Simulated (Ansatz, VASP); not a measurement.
**Cross-check of AlFe between VASP and Ansatz**

Aim: how closely do two programs agree when they are given the same cell, functional and k mesh? The cell is taken from a series of VASP runs on this material, whose earlier steps may have relaxed, scaled or displaced it; both programs get it as it stands.

Program: Ansatz 0.2.0. Level of theory: plane waves, with VASP 6.6.1 beside it; relaxation of cell and atoms at LDA. Results are calculated unless marked as measured.

## 1. Starting point

It takes space group Pm-3m (No. 221, cubic). The conventional cell has a = 2.813 Å, b = 2.813 Å, c = 2.813 Å, α = 90.00°, β = 90.00°, γ = 90.00°. Nearest to Fe lie 8 Al at 2.44 Å. Nearest to Al lie 8 Fe at 2.44 Å. Farther neighbours are not listed.

## 2. VASP: relaxation of cell and atoms, LDA

The relaxed volume is the usual yardstick between codes: its relative difference is about their pressure difference at one cell divided by the bulk modulus.

Lines of VASP's logs that name or quote its potential files are left out, and so is its time.

INCAR

```
SYSTEM = AlFe
PREC = Accurate
ENCUT = 450
EDIFF = 1E-06
NELM = 100
ISMEAR = 1
SIGMA = 0.15
LREAL = .FALSE.
ALGO = Normal
GGA = CA
NBANDS = 12
ISPIN = 2
MAGMOM = 3 0
LMAXMIX = 4
LORBIT = 11
LWAVE = .FALSE.
LCHARG = .FALSE.
KPAR = 4
IBRION = 2
NSW = 50
ISIF = 3
EDIFFG = -0.006
```

POSCAR

```
AlFe
1.0
    2.8132671463      0.0000000000      0.0000000000
    0.0000000000      2.8132671463      0.0000000000
    0.0000000000      0.0000000000      2.8132671463
Fe Al
1 1
Direct
    0.5000000000      0.5000000000      0.5000000000
    0.0000000000      0.0000000000      0.0000000000
```

KPOINTS

```
Automatic mesh
0
Gamma
16 16 16
0 0 0
```

PAW data sets: Fe and Al (LDA family, release 64).

On the command line:

```
$ mpirun -np 4 vasp_std
```

Numbers of over 12 decimals in the logs are rounded to 6 here.

The program printed:

```text
[banner, memory and clock lines left out]
running    4 mpi-ranks, on    1 nodes
 distrk:  each k-point on    1 cores,    4 groups
 distr:  one band on    1 cores,    1 groups

 POSCAR found type information on POSCAR FeAl
 POSCAR found :  2 types and       2 ions
 LDA part: xc-table for (Slater(with rela. corr.)+CA(PZ))
 , standard interpolation
 POSCAR, INCAR and KPOINTS ok, starting setup
 FFT: planning ... GRIDC
 FFT: planning ... GRID_SOFT
 FFT: planning ... GRID
 WAVECAR not read
 entering main loop
       N       E                     dE             d eps       ncg     rms          rms(c)
DAV:   1     0.291762736542E+02    0.29176E+02   -0.44293E+03  8096   0.867E+02
DAV:   2    -0.143301771151E+02   -0.43506E+02   -0.39870E+02  8076   0.161E+02
DAV:   3    -0.156274878759E+02   -0.12973E+01   -0.12782E+01  9812   0.336E+01
DAV:   4    -0.156457219194E+02   -0.18234E-01   -0.18226E-01  8792   0.350E+00
DAV:   5    -0.156461899038E+02   -0.46798E-03   -0.46797E-03  9844   0.632E-01    0.168E+01
DAV:   6    -0.173299118714E+02   -0.16837E+01   -0.46326E+01  8940   0.994E+01    0.158E+01
DAV:   7    -0.143911737984E+02    0.29387E+01   -0.25513E+01  9060   0.645E+01    0.275E+00
DAV:   8    -0.143413389720E+02    0.49835E-01   -0.20486E-01 10312   0.489E+00    0.144E+00
DAV:   9    -0.143246592175E+02    0.16680E-01   -0.32483E-02 10448   0.220E+00    0.771E-01
DAV:  10    -0.143218222509E+02    0.28370E-02   -0.14969E-03  9288   0.353E-01    0.262E-01
DAV:  11    -0.143215069844E+02    0.31527E-03   -0.12849E-04 10092   0.154E-01    0.128E-01
DAV:  12    -0.143214937476E+02    0.13237E-04   -0.41168E-05  9392   0.762E-02    0.373E-02
DAV:  13    -0.143214923363E+02    0.14114E-05   -0.89390E-06  9244   0.313E-02    0.190E-02
DAV:  14    -0.143214906785E+02    0.16578E-05   -0.25322E-07  4500   0.654E-03    0.729E-03
DAV:  15    -0.143214904290E+02    0.24949E-06   -0.92606E-08  4368   0.334E-03
   1 F= -.14321490E+02 E0= -.14321924E+02  d E =-.143215E+02  mag=     0.6375
 curvature:   0.00 expect dE= 0.000E+00 dE for cont linesearch  0.000E+00
 trial: gam= 0.00000 g(F)=  0.000E+00 g(S)=  0.104E-02 ort = 0.000E+00 (trialstep = 0.100E+01)
 search vector abs. value=  0.104E-02
 bond charge predicted
       N       E                     dE             d eps       ncg     rms          rms(c)
DAV:   1    -0.143311099753E+02   -0.96193E-02   -0.15033E-01  8628   0.681E+00    0.906E-01
DAV:   2    -0.143381891412E+02   -0.70792E-02   -0.27366E-01  8980   0.749E+00    0.107E+00
DAV:   3    -0.143216157640E+02    0.16573E-01   -0.94525E-02  8916   0.452E+00    0.119E-01
DAV:   4    -0.143214459227E+02    0.16984E-03   -0.41840E-04  8324   0.158E-01    0.664E-02
DAV:   5    -0.143214222358E+02    0.23687E-04   -0.50671E-05 11036   0.726E-02    0.127E-02
DAV:   6    -0.143214227832E+02   -0.54745E-06   -0.22120E-06  5276   0.149E-02
   2 F= -.14321423E+02 E0= -.14321883E+02  d E =0.676458E-04  mag=     0.6419
 trial-energy change:    0.000068  1 .order    0.000066   -0.001037    0.001168
 step:   0.4702(harm=  0.4702)  dis= 0.00000  next Energy=   -14.321734 (dE=-0.244E-03)
 bond charge predicted
       N       E                     dE             d eps       ncg     rms          rms(c)
DAV:   1    -0.143244389651E+02   -0.30167E-02   -0.41882E-02  8620   0.358E+00    0.481E-01
DAV:   2    -0.143263325731E+02   -0.18936E-02   -0.74560E-02  8960   0.394E+00    0.559E-01
DAV:   3    -0.143217824646E+02    0.45501E-02   -0.26961E-02  8904   0.239E+00    0.620E-02
DAV:   4    -0.143217328463E+02    0.49618E-04   -0.12328E-04  8280   0.871E-02    0.333E-02
DAV:   5    -0.143217263616E+02    0.64847E-05   -0.14983E-05 10880   0.419E-02    0.578E-03
DAV:   6    -0.143217264844E+02   -0.12274E-06   -0.31998E-07  4536   0.459E-03
   3 F= -.14321726E+02 E0= -.14322174E+02  d E =-.236055E-03  mag=     0.6396
 curvature:  -0.24 expect dE=-0.846E-07 dE for cont linesearch -0.846E-07
 trial: gam=-0.01829 g(F)=  0.366E-66 g(S)=  0.360E-06 ort = 0.193E-04 (trialstep = 0.894E+00)
 search vector abs. value=  0.225E-09
 reached required accuracy - stopping structural energy minimisation
```

From OUTCAR (step 2):

```text
ion  position               nearest neighbor table
   1  0.500  0.500  0.500-   2 2.44   2 2.44   2 2.44   2 2.44   2 2.44   2 2.44   2 2.44   2 2.44

  LATTYP: Found a simple cubic cell.
 ALAT       =     2.8132671463

 Subroutine GETGRP returns: Found 48 space group operations
 (whereof 48 operations were pure point group operations)

The static configuration has the point symmetry O_h .

 Found    165 irreducible k-points:

   k-points           NKPTS =    165   k-points in BZ     NKDIM =    165   number of bands    NBANDS=     12

   dimension x,y,z NGX =    20 NGY =   20 NGZ =   20
   dimension x,y,z NGXF=    40 NGYF=   40 NGZF=   40

   ENCUT  =  450.0 eV  33.07 Ry    5.75 a.u.   4.87  4.87  4.87*2*pi/ulx,y,z

   NELECT =      11.0000    total number of electrons

 k-points in reciprocal lattice and weights: Automatic mesh
   0.00000000  0.00000000  0.00000000       0.000
   0.06250000  0.00000000  0.00000000       0.001
   0.12500000  0.00000000  0.00000000       0.001
   0.18750000  0.00000000  0.00000000       0.001
   0.25000000  0.00000000  0.00000000       0.001
   0.31250000  0.00000000  0.00000000       0.001
   0.37500000  0.00000000  0.00000000       0.001
   0.43750000  0.00000000  0.00000000       0.001
   0.50000000  0.00000000  0.00000000       0.001
[...]
0.50000000  0.50000000  0.43750000       0.001
   0.50000000  0.50000000  0.50000000       0.000

 average (electrostatic) potential at core
       1 -40.6620       2 -68.7429

 E-fermi :   8.4019

 spin component 1
 k-point     1 :       0.0000    0.0000    0.0000
  band No.  band energies     occupation
    ...
      2       5.7112      1.00000
      3       5.7112      1.00000
      4       8.2141      1.03535
      5       8.2141      1.03535
      6       8.2141      1.03535
      7      15.1380      0.00000
      8      15.1380      0.00000
      9      15.1380      0.00000
     10      18.1367      0.00000
     11      18.1367      0.00000
    ...

 k-point     2 :       0.0625    0.0000    0.0000
  band No.  band energies     occupation
    ...
      2       5.7082      1.00000
      3       5.7347      1.00000
      4       8.1651      1.02406
      5       8.1651      1.02406
      6       8.2193      1.03545
      7      14.4432      0.00000
      8      15.2497      0.00000
      9      15.2497      0.00000
     10      18.1125      0.00000
     11      18.7878      0.00000
    ...

 k-point     3 :       0.1250    0.0000    0.0000
  band No.  band energies     occupation
    ...
      2       5.6829      1.00000
      3       5.8027      1.00000
      4       8.0311      1.00131
      5       8.0311      1.00131
      6       8.2340      1.03348
      7      13.1633      0.00000
      8      15.5723      0.00000
      9      15.5723      0.00000
     10      18.0411      0.00000
     11      19.9224      0.00000
    ...

 k-point     4 :       0.1875    0.0000    0.0000
  band No.  band energies     occupation
    ...
      2       5.5829      1.00000
      3       5.9071      1.00000
      4       7.8437      1.00000
      5       7.8437      1.00000
      6       8.2563      1.02183
      7      11.8912      0.00000
      8      16.0763      0.00000
      9      16.0763      0.00000
     10      17.9268      0.00000
     11      20.9602      0.00000
    ...

 k-point     5 :       0.2500    0.0000    0.0000
  band No.  band energies     occupation
    ...
      2       5.3210      1.00000
      3       6.0345      1.00000
      4       7.6393      1.00000
      5       7.6393      1.00000
      6       8.2826      0.98878
      7      10.8333     -0.00000
      8      16.7274      0.00000
      9      16.7274      0.00000
     10      17.7800      0.00000
     11      21.8184      0.00000
    ...

 k-point     6 :       0.3125    0.0000    0.0000
  band No.  band energies     occupation
    ...
      2       4.8121      1.00000
      3       6.1672      1.00000
      4       7.4497      1.00000
      5       7.4497      1.00000
      6       8.3092      0.92800
      7      10.0999     -0.00000
      8      17.4960      0.00000
      9      17.4960      0.00000
     10      17.6191      0.00000
     11      22.5626      0.00000
    ...

  Total        0.0022302      0.0022302      0.0022302     -0.0000000      0.0000000     -0.0000000
  in kB        0.1598320      0.1598320      0.1598320     -0.0000000      0.0000000     -0.0000000
  external PRESSURE =       0.1598320 kB  Pullay stress =       0.0000000 kB

  energy-cutoff  :      450.00
  volume of cell :       22.36
      direct lattice vectors                 reciprocal lattice vectors
     2.817085999  0.000000000  0.000000000     0.354976738 -0.000000000  0.000000000
     0.000000000  2.817085999  0.000000000    -0.000000000  0.354976738  0.000000000
    -0.000000000 -0.000000000  2.817085999    -0.000000000  0.000000000  0.354976738

 POSITION                                       TOTAL-FORCE (eV/Angst)
 -----------------------------------------------------------------------------------
      1.40854      1.40854      1.40854         0.000000      0.000000      0.000000
      0.00000      0.00000      0.00000        -0.000000     -0.000000      0.000000
 -----------------------------------------------------------------------------------
    total drift:                               -0.000000      0.000000      0.000000

  FREE ENERGIE OF THE ION-ELECTRON SYSTEM (eV)
  ---------------------------------------------------
  free  energy   TOTEN  =       -14.3217264844 eV

  energy  without entropy=      -14.3230679477  energy(sigma->0) =      -14.32217364

 reached required accuracy - stopping structural energy minimisation

 total charge
# of ion       s       p       d       tot
------------------------------------------
    1        0.457   0.543   6.575   7.576
    2        0.414   0.470   0.000   0.884
--------------------------------------------------
tot          0.871   1.013   6.575   8.459

 magnetization (x)
# of ion       s       p       d       tot
------------------------------------------
    1       -0.001   0.008   0.647   0.654
    2       -0.005  -0.011   0.000  -0.016
--------------------------------------------------
tot         -0.006  -0.003   0.647   0.638

[... 6 further parts left out ...]
```

CONTCAR:

```
AlFe
   1.00000000000000
     2.8170859993124235    0.0000000000000000    0.0000000000000000
     0.0000000000000000    2.8170859993124235    0.0000000000000000
    -0.0000000000000000   -0.0000000000000000    2.8170859993124235
  Fe              Al
     1     1
Direct
     0.5000000000000000    0.5000000000000000    0.5000000000000000
     0.0000000000000000    0.0000000000000000    0.0000000000000000
```

(Continued in part 2 of 2.)

[Lines on the potential files, build, host, timing and source positions are cut from VASP's logs without a mark.]

[Logs are printed without paths, hosts, clocks, repeated set-up lines and the standing remarks that a program may print on its own settings, such as how far it seeks lower states.]

[Hosts, paths, dates, database ids (printed as entryN), source tags and the programs' standing remarks are cut or masked in the printed files.]
